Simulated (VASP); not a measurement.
Here is the system:

```
MgTe
1.0
    2.25411    -3.90423     0.00000
    2.25411     3.90423     0.00000
    0.00000     0.00000     7.33393
Mg Te
2 2
Cartesian
  2.25411  -1.30141   3.66580
  2.25411   1.30141   7.33276
  2.25411  -1.30141   6.42568
  2.25411   1.30141   2.75872
```

These are LDA (Ceperley-Alder, Perdew-Zunger), VASP's LDA PAW potentials (set 64) (plane waves; VASP) values and carry that method's errors. Settings: 520 eV cut-off, Gaussian smearing of 0.050 eV, potentials Mg Te.

Unless said otherwise, spin-orbit coupling is left out, though it shifts the bands of the heavy elements here.

**Question.** Give the energies of bands 3 to 11 at the high-symmetry points, in eV from the valence-band maximum.

**Answer.** 
| band | Γ | M | K | A | L | H |
|---|---|---|---|---|---|---|
| 3 | -3.45 | -3.26 | -2.69 | -2.12 | -3.35 | -3.12 |
| 4 | -0.52 | -2.76 | -2.69 | -2.12 | -3.35 | -3.12 |
| 5 | -0.52 | -2.10 | -2.53 | -0.28 | -0.95 | -2.09 |
| 6 | -0.01 | -1.31 | -1.51 | -0.28 | -0.95 | -2.09 |
| 7 | -0.01 | -1.09 | -1.51 | -0.28 | -0.94 | -0.66 |
| 8 | 0.00 | -0.47 | -1.47 | -0.28 | -0.94 | -0.66 |
| 9 | 2.46 | 3.02 | 3.33 | 3.44 | 3.11 | 3.83 |
| 10 | 2.92 | 3.81 | 5.83 | 3.44 | 3.11 | 3.83 |
| 11 | 5.24 | 4.18 | 5.83 | 5.49 | 4.18 | 5.01 |

The gap is direct, 2.46 eV, from the valence maximum at Γ to the conduction minimum at Γ.

The compound is MgTe in the wurtzite structure. It was relaxed first.
